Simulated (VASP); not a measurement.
# YMn3 (Pm-3m) in VASP: single point with PBE

Aim: the single point of YMn3 with PBE.

All numbers are computed with VASP 6.6.1; they aren't measurements. Logs are shortened: lines on timing, memory, paths and dates and some standing lists are left out, and cuts for length are marked.

## Step 1: The crystal as given

It takes space group Pm-3m (No. 221, cubic). Conventional cell: a = 4.101 Å, b = 4.101 Å, c = 4.101 Å, α = 90.00°, β = 90.00°, γ = 90.00°. Around Mn (site symmetry 4/mmm) lie 8 Mn at 2.90 Å and 4 Y at 2.90 Å. Y (site symmetry m-3m) is surrounded by 12 Mn at 2.90 Å.

The cell was built by a generator and needn't be a form met in nature.

## Step 2: Single point, PBE, collinear spin, typed start

The input, INCAR:

```
ALGO = Fast ; EDIFF = 1E-6
ENCUT = 520 ; GGA = PE
ISIF = 2 ; ISMEAR = 0
ISPIN = 2 ; LASPH = T
LCHARG = F ; LMAXMIX = 4
LORBIT = 11 ; LREAL = F
LWAVE = F ; MAGMOM = 3.65 3.65 3.65 -0.17
NBANDS = 37 ; NELM = 150
PREC = Accurate ; SIGMA = 0.1
```

The input, KPOINTS:

```
k-points
0
Gamma
  10 10 10
```

The input, POSCAR:

```
YMn3
1.0
    4.1008586498      0.0000000000      0.0000000000
    0.0000000000      4.1008586498      0.0000000000
    0.0000000000      0.0000000000      4.1008586498
Mn Y
3 1
Direct
    0.0000000000      0.5000000000      0.5000000000
    0.5000000000      0.0000000000      0.5000000000
    0.5000000000      0.5000000000      0.0000000000
    0.0000000000      0.0000000000      0.0000000000
```

Potentials or basis: VASP PAW PBE potentials, release 64 (Mn_pv, Y_sv).

Started as:

```
cat potpaw_PBE.64/Mn_pv/POTCAR potpaw_PBE.64/Y_sv/POTCAR > POTCAR
mpirun -np 1 vasp_std > vasp.out
```

OUTCAR:

```text
EDIFF = 1E-6
   ENCUT = 520
   GGA = PE
   ISIF = 2
   ISMEAR = 0
   ISPIN = 2
   LASPH = T
   LORBIT = 11
   LREAL = F
   NELM = 150
   PREC = Accurate

 ion  position               nearest neighbor table
   1  0.000  0.500  0.500-   2 2.90   3 2.90   4 2.90   3 2.90   4 2.90   2 2.90   4 2.90   4 2.90
                             2 2.90   3 2.90   3 2.90   2 2.90
   2  0.500  0.000  0.500-   1 2.90   3 2.90   4 2.90   3 2.90   4 2.90   1 2.90   3 2.90   3 2.90
                             1 2.90   4 2.90   4 2.90   1 2.90
   3  0.500  0.500  0.000-   1 2.90   2 2.90   4 2.90   1 2.90   2 2.90   2 2.90   4 2.90   2 2.90
                             1 2.90   4 2.90   1 2.90   4 2.90
   4  0.000  0.000  0.000-   1 2.90   2 2.90   3 2.90   1 2.90   2 2.90   1 2.90   3 2.90   1 2.90
                             2 2.90   3 2.90   2 2.90   3 2.90

  LATTYP: Found a simple cubic cell.
 ALAT       =     4.1008586498

  Lattice vectors:

 A1 = (   4.1008586498,   0.0000000000,   0.0000000000)
 A2 = (   0.0000000000,   4.1008586498,   0.0000000000)
 A3 = (   0.0000000000,   0.0000000000,   4.1008586498)

Analysis of symmetry for initial positions (statically):
=====================================================================
 Subroutine PRICEL returns:
 Original cell was already a primitive cell.

 Routine SETGRP: Setting up the symmetry group for a
 simple cubic supercell.

 Subroutine GETGRP returns: Found 48 space group operations
 (whereof 48 operations were pure point group operations)
 out of a pool of 48 trial point group operations.

The static configuration has the point symmetry O_h .

Analysis of symmetry for dynamics (positions and initial velocities):
=====================================================================
 Subroutine PRICEL returns:
 Original cell was already a primitive cell.

 Routine SETGRP: Setting up the symmetry group for a
 simple cubic supercell.

 Subroutine GETGRP returns: Found 48 space group operations
 (whereof 48 operations were pure point group operations)
 out of a pool of 48 trial point group operations.

The dynamic configuration has the point symmetry O_h .

Analysis of structural, dynamic, and magnetic symmetry:
=====================================================================
 Subroutine PRICEL returns:
 Original cell was already a primitive cell.

 Routine SETGRP: Setting up the symmetry group for a
 simple cubic supercell.

 Subroutine GETGRP returns: Found 48 space group operations
 (whereof 48 operations were pure point group operations)
 out of a pool of 48 trial point group operations.

The overall configuration has the point symmetry O_h .

 Subroutine INISYM returns: Found 48 space group operations
 (whereof 48 operations are pure point group operations),
 and found     1 'primitive' translations

----------------------------------------------------------------------------------------

                                     Primitive cell

  volume of cell :      68.9643

  direct lattice vectors                    reciprocal lattice vectors
     4.100858650  0.000000000  0.000000000     0.243851370  0.000000000  0.000000000
     0.000000000  4.100858650  0.000000000     0.000000000  0.243851370  0.000000000
     0.000000000  0.000000000  4.100858650     0.000000000  0.000000000  0.243851370

  length of vectors
     4.100858650  4.100858650  4.100858650     0.243851370  0.243851370  0.243851370

  position of ions in fractional coordinates (direct lattice)
     0.000000000  0.500000000  0.500000000
     0.500000000  0.000000000  0.500000000
     0.500000000  0.500000000  0.000000000
     0.000000000  0.000000000  0.000000000

  ion indices of the primitive-cell ions
   primitive index   ion index
                 1           1
                 2           2
                 3           3
                 4           4

----------------------------------------------------------------------------------------

 KPOINTS: k-points

Automatic generation of k-mesh.
 Grid dimensions read from file:
 generate k-points for:   10   10   10

 Generating k-lattice:

  Cartesian coordinates                     Fractional coordinates (reciprocal lattice)
     0.024385137  0.000000000  0.000000000     0.100000000  0.000000000  0.000000000
     0.000000000  0.024385137  0.000000000     0.000000000  0.100000000  0.000000000
     0.000000000  0.000000000  0.024385137     0.000000000  0.000000000  0.100000000

  Length of vectors
     0.024385137  0.024385137  0.024385137

  Shift w.r.t. Gamma in fractional coordinates (k-lattice)
     0.000000000  0.000000000  0.000000000

 Subroutine IBZKPT returns following result:
 ===========================================

 Found     56 irreducible k-points:

 Following reciprocal coordinates:
            Coordinates               Weight
  0.000000  0.000000  0.000000      1.000000
  0.100000  0.000000  0.000000      6.000000
  0.200000  0.000000  0.000000      6.000000
  0.300000  0.000000  0.000000      6.000000
  0.400000  0.000000  0.000000      6.000000
  0.500000  0.000000  0.000000      3.000000
[... 16 lines left out ...]
  0.200000  0.100000  0.100000     24.000000
  0.300000  0.100000  0.100000     24.000000
 [... further k-points ...]
   k-points           NKPTS =     56   k-points in BZ     NKDIM =     56   number of bands    NBANDS=     37
   number of dos      NEDOS =    301   number of ions     NIONS =      4
   total plane-waves  NPLWV =  27000
   dimension x,y,z NGX =    30 NGY =   30 NGZ =   30
   dimension x,y,z NGXF=    60 NGYF=   60 NGZF=   60
   ions per type =               3   1
   NGX,Y,Z   is equivalent  to a cutoff of  12.16, 12.16, 12.16 a.u.
   NGXF,Y,Z  is equivalent  to a cutoff of  24.32, 24.32, 24.32 a.u.
 SYSTEM =  unknown system
   PREC   = accura    normal or accurate (medium, high low for compatibility)
   ISTART =      0    job   : 0-new  1-cont  2-samecut
   ICHARG =      2    charge: 1-file 2-atom 10-const
   ISPIN  =      2    spin polarized calculation?
   LNONCOLLINEAR =      F non collinear calculations
   LSORBIT =      F    spin-orbit coupling
   LASPH  =      T    aspherical Exc in radial PAW
   ENCUT  =  520.0 eV  38.22 Ry    6.18 a.u.   7.62  7.62  7.62*2*pi/ulx,y,z
   NELM   =    150;   NELMIN=  2; NELMDL= -5     # of ELM steps
   EDIFF  = 0.1E-05   stopping-criterion for ELM
   LREAL  =      F    real-space projection
   EDIFFG = 0.1E-04   stopping-criterion for IOM
   NSW    =      0    number of steps for IOM
   IBRION =     -1    ionic relax: 0-MD 1-quasi-New 2-CG
   NFREE  =      0    steps in history (QN), initial steepest desc. (CG)
   ISIF   =      2    stress and relaxation
   ISYM   =      2    0-nonsym 1-usesym 2-fastsym
   POTIM  = 0.5000    time-step for ionic-motion
   TEBEG  =    0.0;   TEEND  =   0.0 temperature during run
   PSTRESS=    0.0 pullay stress
   NELECT =      50.0000    total number of electrons
   NUPDOWN=      -1.0000    fix difference up-down
   EMIN   =  10.00;   EMAX   =-10.00  energy-range for DOS
   EFERMI =   0.00;   METHOD = LEGACY
   ISMEAR =     0;   SIGMA  =   0.10  broadening in eV -4-tet -1-fermi 0-gaus
   EFERMI_NEDOS =   21; number of points for ismear=-14 and -15
   IALGO  =     68    algorithm
   IMIX   =      4    mixing-type and parameters
     AMIX     =   0.40;   BMIX     =  1.00
     AMIX_MAG =   1.60;   BMIX_MAG =  1.00
  volume/ion in A,a.u.               =      17.24       116.35
  Fermi-wavevector in a.u.,A,eV,Ry     =   1.470698  2.779215 29.428738  2.162951
  Thomas-Fermi vector in A             =   2.585923
   LORBIT       =     11    0 simple, 1 ext, 2 COOP (PROOUT), +10 PAW based schemes
   GGA     = PE    functional components
   LHFCALC =     F    Hartree Fock is set to
   AEXX    =    0.0000 exact exchange contribution
   IVDW    =     0    specifies the selected vdW correction
   LEPSILON=     F    determine dielectric tensor
   LRPA    =     F    only Hartree local field effects (RPA)
 spin polarized calculation
 RMM-DIIS sequential band-by-band and
 Gauss-broadening in eV      SIGMA  =   0.10
  energy-cutoff  :      520.00
  volume of cell :       68.96
 maximum number of plane-waves:      1875
   NGX = 15   NGY = 15   NGZ = 15

 number of electron      50.0000000 magnetization      10.7800000

 number of electron      49.9999995 magnetization       9.6966388

 Free energy of the ion-electron system (eV)
  ---------------------------------------------------
  ext. energy  EPLUGINS =         0.00000000
  ---------------------------------------------------
  free energy    TOTEN  =       -31.98873386 eV

  energy without entropy =      -31.97449534  energy(sigma->0) =      -31.98161460

 E-fermi :   6.1352     XC(G=0): -11.5646

 val. band max:        6.1276432073   @ k =   0.4000   0.4000   0.0000
 cond. band min:       6.1392448893   @ k =   0.4000   0.4000   0.3000
 fundamental gap:      0.0116016820
 Fermi energy:         6.1351876407

 spin component 1

 k-point     1 :       0.0000    0.0000    0.0000
  band No.  band energies     occupation
      1     -43.2171      1.00000
      2     -43.2171      1.00000
      3     -43.2171      1.00000
      4     -43.1883      1.00000
      5     -43.1883      1.00000
      6     -43.1883      1.00000
[... 29 lines left out ...]
     36      11.1980      0.00000
     37      11.1980      0.00000

 k-point     2 :       0.1000    0.0000    0.0000
  band No.  band energies     occupation
      1     -43.2162      1.00000
      2     -43.2162      1.00000
      3     -43.2161      1.00000
      4     -43.1887      1.00000
      5     -43.1887      1.00000
      6     -43.1884      1.00000
[... 29 lines left out ...]
     36      11.2276      0.00000
     37      11.2276      0.00000
[... 838 lines left out ...]
     36      11.4790      0.00000
     37      11.9638      0.00000

 k-point    24 :       0.3000    0.1000    0.1000
  band No.  band energies     occupation
      1     -43.2175      1.00000
      2     -43.2090      1.00000
      3     -43.2063      1.00000
      4     -43.1952      1.00000
      5     -43.1887      1.00000
      6     -43.1812      1.00000
[... 29 lines left out ...]
     36      12.0655      0.00000
     37      12.2845      0.00000

 [... further k-points ...]

 spin component 2

 k-point     1 :       0.0000    0.0000    0.0000
  band No.  band energies     occupation
      1     -39.7965      1.00000
      2     -39.7965      1.00000
      3     -39.7965      1.00000
      4     -39.7595      1.00000
      5     -39.7595      1.00000
      6     -39.7595      1.00000
[... 29 lines left out ...]
     36      12.0205      0.00000
     37      12.0205      0.00000

 k-point     2 :       0.1000    0.0000    0.0000
  band No.  band energies     occupation
      1     -39.7953      1.00000
      2     -39.7953      1.00000
      3     -39.7953      1.00000
      4     -39.7599      1.00000
      5     -39.7599      1.00000
      6     -39.7596      1.00000
[... 29 lines left out ...]
     36      12.0310      0.00000
     37      12.0311      0.00000
[... 838 lines left out ...]
     36      12.3295      0.00000
     37      12.7224      0.00000

 k-point    24 :       0.3000    0.1000    0.1000
  band No.  band energies     occupation
      1     -39.7968      1.00000
      2     -39.7854      1.00000
      3     -39.7824      1.00000
      4     -39.7682      1.00000
      5     -39.7606      1.00000
      6     -39.7513      1.00000
[... 29 lines left out ...]
     36      12.9413      0.00000
     37      13.0956      0.00000

 [... further k-points ...]

------------------------ aborting loop because EDIFF is reached ----------------------------------------

  FORCE on cell =-STRESS in cart. coord.  units (eV):
  Direction    XX          YY          ZZ          XY          YZ          ZX
  --------------------------------------------------------------------------------------
  -------------------------------------------------------------------------------------
  Total       -0.0498707     -0.0498707     -0.0498707     -0.0000000      0.0000000     -0.0000000
  in kB       -1.1585950     -1.1585950     -1.1585950     -0.0000000      0.0000000     -0.0000000
  external PRESSURE =      -1.1585950 kB  Pullay stress =       0.0000000 kB

 VOLUME and BASIS-vectors are now :
 -----------------------------------------------------------------------------
  energy-cutoff  :      520.00
  volume of cell :       68.96
      direct lattice vectors                 reciprocal lattice vectors
     4.100858650  0.000000000  0.000000000     0.243851370  0.000000000  0.000000000
     0.000000000  4.100858650  0.000000000     0.000000000  0.243851370  0.000000000
     0.000000000  0.000000000  4.100858650     0.000000000  0.000000000  0.243851370

 POSITION                                       TOTAL-FORCE (eV/Angst)
 -----------------------------------------------------------------------------------
      0.00000      2.05043      2.05043         0.000000      0.000000      0.000000
      2.05043      0.00000      2.05043         0.000000      0.000000      0.000000
      2.05043      2.05043      0.00000         0.000000      0.000000      0.000000
      0.00000      0.00000      0.00000         0.000000      0.000000      0.000000
 -----------------------------------------------------------------------------------
    total drift:                                0.000000      0.000000     -0.000000

  FREE ENERGIE OF THE ION-ELECTRON SYSTEM (eV)
  ---------------------------------------------------
  free  energy   TOTEN  =       -31.9887338563 eV

  energy  without entropy=      -31.9744953357  energy(sigma->0) =      -31.98161460

 total charge

# of ion       s       p       d       f       tot
--------------------------------------------------
    1        0.338   6.203   5.005   0.000  11.546
    2        0.338   6.203   5.005   0.000  11.546
    3        0.338   6.203   5.005   0.000  11.546
    4        2.304   6.385   1.259   0.052  10.001
--------------------------------------------------
tot          3.319  24.993  16.275   0.052  44.639

 magnetization (x)

# of ion       s       p       d       f       tot
--------------------------------------------------
    1        0.005   0.005   3.218   0.000   3.228
    2        0.005   0.005   3.218   0.000   3.228
    3        0.005   0.005   3.218   0.000   3.228
    4       -0.032   0.023  -0.246   0.011  -0.244
--------------------------------------------------
tot         -0.017   0.037   9.409   0.011   9.441
```

Wall time 3.2 min (1 thread of AMD EPYC 9R45 (Zen 5), shared host); peak memory 0.31 GiB.

What came out:

| Item | Value |
| --- | --- |
| Free energy | -31.9887 eV |
| Pressure | -0.1 GPa |
| Band gap on the k mesh | none (metal or under the smearing width) |
| Net moment | 9.70 μB per cell |
| Site moments | Mn +3.23; Y -0.24 μB |
| Valence electrons inside the program's atomic spheres | Mn 11.55; Y 10.00 |

Levels at points of the mesh, in eV from the Fermi level:
Spin up:
```
           k point  band 28  band 29  band 30  band 31  band 32  band 33
(0.00, 0.00, 0.00)    -0.38    -0.38     2.24     2.24     2.24     2.51
(0.50, 0.00, 0.00)    -1.46    -1.04    -0.38     1.56     1.56     2.04
(0.50, 0.50, 0.00)    -1.54    -1.28    -1.13     0.85     0.85     2.45
(0.50, 0.50, 0.50)    -0.60    -0.57     0.82     0.82     0.82     1.54
```
Spin down:
| k point | band 17 | band 18 | band 19 | band 20 | band 21 | band 22 | band 23 | band 24 |
| --- | --- | --- | --- | --- | --- | --- | --- | --- |
| (0.00, 0.00, 0.00) | -1.36 | -1.26 | -1.26 | -1.26 | 0.95 | 0.95 | 0.95 | 2.22 |
| (0.50, 0.00, 0.00) | -0.75 | -0.42 | -0.42 | -0.30 | -0.17 | 0.08 | 0.08 | 1.02 |
| (0.50, 0.50, 0.00) | -1.83 | -0.31 | -0.27 | -0.27 | 0.08 | 0.08 | 0.36 | 0.48 |
| (0.50, 0.50, 0.50) | -1.29 | -0.16 | 0.58 | 0.58 | 0.58 | 1.08 | 1.08 | 1.08 |
